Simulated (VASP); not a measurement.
Calculation: HSE06 screened hybrid, VASP's PBE PAW potentials (set 64) (plane waves; VASP 6.6.1).

The input files of a VASP run:

### KPOINTS
```
Automatic mesh
0
gamma
  1 1 1
```

File POSCAR:
```
Mg32O33
1
    8.4869590160     0.0000000000     0.0000000000
    0.0000000000     8.4869590160     0.0000000000
    0.0000000000     0.0000000000     8.4869590160
Mg O
32 33
Direct
  0.5029809783   0.9974793713   0.9974093454
  0.7523774506   0.2470164786   0.9975127449
  0.7524613458   0.9974798109   0.2469968318
  0.0012381355   0.9982988262   0.9982905927
  0.2526018904   0.2441917355   0.9968870866
  0.5058125865   0.4973558908   0.9969304131
  0.7515467068   0.7488009037   0.9984580343
  0.2526477942   0.9970676834   0.2440991822
  0.5031383466   0.2469081386   0.2467276655
  0.7528533481   0.4972573450   0.2441720049
  0.5058200278   0.9971386607   0.4972656878
  0.7528087098   0.2442557713   0.4972487345
  0.7514773295   0.9985568203   0.7488079491
  0.9977696348   0.4985296486   0.9991377886
  0.2512571410   0.7520388570   0.9991819764
  0.0042707946   0.2472255536   0.2471629749
  0.2531885829   0.4967431586   0.2316600062
  0.5027517534   0.7458146641   0.2472781202
  0.9978139941   0.9992357236   0.4985207094
  0.2531419445   0.2319829297   0.4966794060
  0.5180422068   0.4968574089   0.4967324633
  0.7507175499   0.7520581257   0.4987070987
  0.2512558229   0.9993511032   0.7519054613
  0.5026560439   0.2474430980   0.7457731211
  0.7506755673   0.4987174752   0.7519619298
  0.0011894301   0.7487635612   0.2504427154
  0.9853475479   0.4993587779   0.4993498277
  0.2505706806   0.7647398192   0.4993986442
  0.0010131416   0.2503861087   0.7487991574
  0.2504157746   0.4995528309   0.7645414321
  0.4995391620   0.7490225043   0.7488684702
  0.0007503036   0.7492248114   0.7490451750
  0.7543049373   0.2471284925   0.2470975829
  0.0032126318   0.4979844006   0.2493594874
  0.0031664808   0.2494409111   0.4979579587
  0.2530029414   0.2395357076   0.2393550346
  0.5105005503   0.4969449604   0.2393864075
  0.7518991183   0.7478016293   0.2482804718
  0.0021984451   0.9980027354   0.2482001889
  0.5104497674   0.2396349312   0.4968549784
  0.7517453949   0.4980455129   0.4980237515
  0.9929374866   0.7568784387   0.4991084837
  0.7517647386   0.2483313161   0.7478088919
  0.9929251533   0.4991292348   0.7567373858
  0.0021552969   0.2482141175   0.9979876924
  0.2519032973   0.7469085455   0.2494002893
  0.5029750997   0.9956095395   0.2470849778
  0.2026466870   0.5473796304   0.5471178575
  0.5005139422   0.7470156393   0.4980789065
  0.7517670349   0.9981829573   0.4979245914
  0.2518064989   0.2495665461   0.7467803498
  0.5004176888   0.4981796051   0.7468283590
  0.7494156400   0.7489866385   0.7489067388
  0.0010191688   0.0006040197   0.7488448319
  0.5028685117   0.2472193609   0.9954867987
  0.7517922079   0.4979452121   0.9980688731
  0.0010651864   0.7488781490   0.0004841751
  0.2519081347   0.9982778706   0.4979562004
  0.2507373254   0.7569439689   0.7567549091
  0.5017112373   0.9982283692   0.7478220275
  0.2517878753   0.4981370280   0.9980561482
  0.5017664372   0.7478829106   0.9980196822
  0.7520083982   0.9979114548   0.9978971868
  0.2519643446   0.9981088091   0.9980256759
  0.3005876147   0.4494977608   0.4492103550
```

**INCAR**
```
SYSTEM = Mg32O33
PREC = Normal; ENCUT = 400; LREAL = Auto
LASPH = .True.; ISYM = 0
EDIFF = 1E-5; NELM = 50; NELMIN = 4
ALGO = Normal
ISMEAR = 0; SIGMA = 0.05
GGA = PE; LHFCALC = .True.; AEXX = 0.25
HFSCREEN = 0.2; PRECFOCK = Fast
ISIF = 0
LWAVE = .False.; LCHARG = .False.
```

POTCAR, in this order: Mg O (PBE.64 set). Program: vasp_gam. Read from the step before: WAVECAR.

Output of the run:

OUTCAR:
```
 ion  position               nearest neighbor table
   1  0.503  0.997  0.997-  63 2.11  60 2.12  62 2.12  47 2.12  55 2.12  64 2.13  31 2.98   8 2.98
                            13 2.98   5 2.98  15 2.98   7 2.98  23 2.98   9 2.99   2 2.99   3 2.99
   2  0.752  0.247  0.998-  63 2.11  55 2.12  33 2.12  43 2.12  45 2.12  56 2.13  10 2.98   6 2.98
                            14 2.98  13 2.98  25 2.98  29 2.98   4 2.99   9 2.99   1 2.99   3 2.99
   3  0.752  0.997  0.247-  63 2.11  47 2.12  33 2.12  38 2.12  39 2.12  50 2.13  19 2.98  11 2.98
                            12 2.98  22 2.98   7 2.98  26 2.99   4 2.99   9 2.99   2 2.99   1 2.99
   4  0.001  0.998  0.998-  63 2.12  57 2.12  54 2.12  39 2.12  45 2.12  64 2.13  15 2.98  23 2.98
                             8 2.98   5 2.98   3 2.99   2 2.99  16 2.99  32 2.99   7 3.00  13 3.00
   5  0.253  0.244  0.997-  36 2.06  64 2.09  51 2.12  55 2.12  45 2.13  61 2.16  17 2.93  30 2.93
                            23 2.94   8 2.97   1 2.98   4 2.98  16 2.99  29 3.00   9 3.00  24 3.01
   6  0.506  0.497  0.997-  37 2.06  56 2.09  55 2.12  52 2.12  62 2.13  61 2.16  17 2.93  30 2.93
                            25 2.94  10 2.97   2 2.98   7 2.98  18 2.99  31 3.00   9 3.00  24 3.01
   7  0.752  0.749  0.998-  63 2.11  57 2.12  53 2.12  62 2.12  38 2.12  56 2.13  14 2.98  25 2.98
                             6 2.98   3 2.98   1 2.98  10 2.98  18 2.99  32 2.99   4 3.00  13 3.00
   8  0.253  0.997  0.244-  36 2.06  64 2.09  46 2.12  47 2.12  39 2.13  58 2.15  20 2.93  28 2.93
                            15 2.94   5 2.97   1 2.98   4 2.98  16 2.99  26 3.00   9 3.00  18 3.01
   9  0.503  0.247  0.247-  37 2.12  40 2.12  36 2.12  33 2.13  55 2.13  47 2.13   2 2.99   1 2.99
                             3 2.99  10 3.00  12 3.00  17 3.00   6 3.00  11 3.00   8 3.00   5 3.00
  10  0.753  0.497  0.244-  37 2.06  56 2.09  33 2.12  34 2.13  38 2.13  41 2.15  21 2.93  27 2.93
                            14 2.94   6 2.97   2 2.98   7 2.98  18 2.99  26 3.00   9 3.00  16 3.01
  11  0.506  0.997  0.497-  40 2.06  50 2.09  49 2.12  47 2.12  60 2.13  58 2.15  20 2.93  28 2.93
                            22 2.94  12 2.97   3 2.98  13 2.98  24 2.99  31 3.00   9 3.00  18 3.01
  12  0.753  0.244  0.497-  40 2.06  50 2.09  33 2.12  35 2.13  43 2.13  41 2.15  21 2.93  27 2.93
                            19 2.94  11 2.97   3 2.98  13 2.98  24 2.99  29 3.00   9 3.00  16 3.01
  13  0.751  0.999  0.749-  63 2.11  54 2.12  53 2.12  60 2.12  43 2.12  50 2.13  22 2.98  19 2.98
                             1 2.98   2 2.98  11 2.98  12 2.98  24 2.99  32 2.99   4 3.00   7 3.00
  14  0.998  0.499  0.999-  44 2.06  56 2.09  34 2.12  45 2.12  57 2.12  61 2.16  30 2.93  17 2.93
                            10 2.94  25 2.97   7 2.98   2 2.98  29 2.99  16 3.00  32 3.01  26 3.01
  15  0.251  0.752  0.999-  59 2.06  64 2.09  57 2.12  46 2.12  62 2.13  61 2.15  30 2.93  17 2.93
                             8 2.94  23 2.97   4 2.98   1 2.98  31 2.99  18 3.00  32 3.00  26 3.01
  16  0.004  0.247  0.247-  36 2.11  45 2.11  39 2.12  33 2.12  34 2.13  35 2.13   4 2.99   8 2.99
                             5 2.99  20 2.99  17 2.99  14 3.00  19 3.00  10 3.01   2 3.01   3 3.01
  17  0.253  0.497  0.232-  65 1.93  61 1.98  34 2.13  46 2.13  36 2.18  37 2.18  48 2.75   5 2.93
                             6 2.93  15 2.93  14 2.93  16 2.99  18 3.00   9 3.00  26 3.03  20 3.18
  18  0.503  0.746  0.247-  37 2.11  38 2.11  62 2.12  47 2.12  49 2.13  46 2.13   7 2.99  10 2.99
                             6 2.99  21 2.99  17 3.00  22 3.00  15 3.00  11 3.01   8 3.01   3 3.01
  19  0.998  0.999  0.499-  42 2.06  50 2.09  35 2.12  54 2.12  39 2.12  58 2.16  28 2.93  20 2.93
                            12 2.94  22 2.97  13 2.98   3 2.98  26 2.99  16 3.00  32 3.00  29 3.01
  20  0.253  0.232  0.497-  65 1.93  58 1.98  35 2.13  51 2.13  40 2.18  36 2.18  48 2.74   8 2.93
...
```

OSZICAR:
```
       N       E                     dE             d eps       ncg     rms          rms(c)
DAV:   1    -0.460957370928E+03   -0.46096E+03   -0.81069E+00   336   0.804E+00    0.169E+00
DAV:   2    -0.461027600223E+03   -0.70229E-01   -0.20135E-01   368   0.107E+00    0.108E+00
DAV:   3    -0.461010656977E+03    0.16943E-01   -0.15777E-02   376   0.301E-01    0.687E-01
DAV:   4    -0.461006295867E+03    0.43611E-02   -0.42397E-03   372   0.149E-01    0.441E-01
DAV:   5    -0.461004753565E+03    0.15423E-02   -0.61901E-04   380   0.887E-02    0.259E-01
DAV:   6    -0.461004217968E+03    0.53560E-03   -0.24710E-04   348   0.600E-02    0.147E-01
DAV:   7    -0.461004039823E+03    0.17815E-03   -0.63339E-05   368   0.322E-02    0.853E-02
DAV:   8    -0.461003978112E+03    0.61711E-04   -0.24741E-05   212   0.195E-02    0.510E-02
DAV:   9    -0.461003957611E+03    0.20501E-04   -0.12584E-05   176   0.134E-02    0.306E-02
DAV:  10    -0.461003950757E+03    0.68534E-05   -0.35273E-06   172   0.701E-03
   1 F= -.46100395E+03 E0= -.46100395E+03  d E =-.195029E-18
```

### OUTCAR
```
------------------------ aborting loop because EDIFF is reached ----------------------------------------
  volume of cell :      611.30
      direct lattice vectors                 reciprocal lattice vectors
     8.486959016  0.000000000  0.000000000     0.117827834  0.000000000  0.000000000
     0.000000000  8.486959016  0.000000000     0.000000000  0.117827834  0.000000000
     0.000000000  0.000000000  8.486959016     0.000000000  0.000000000  0.117827834
  FREE ENERGIE OF THE ION-ELECTRON SYSTEM (eV)
  ---------------------------------------------------
  free  energy   TOTEN  =      -461.0039507575 eV

  energy  without entropy=     -461.0039507575  energy(sigma->0) =     -461.00395076

  exchange ACFDT corr.  =         0.00000000  see jH, gK, PRB 81, 115126
```
(Selected blocks of OUTCAR.)

The supercell is sampled at Γ alone, which is coarse: total energies, pressure and levels can be off, energies of defects by several tenths of an eV.

The cell is a supercell with a defect, built from MgO (rock salt): O_i. The cell's shape comes from a PBE relaxation. The run is not spin-polarised, so no state with unpaired spins was tried.
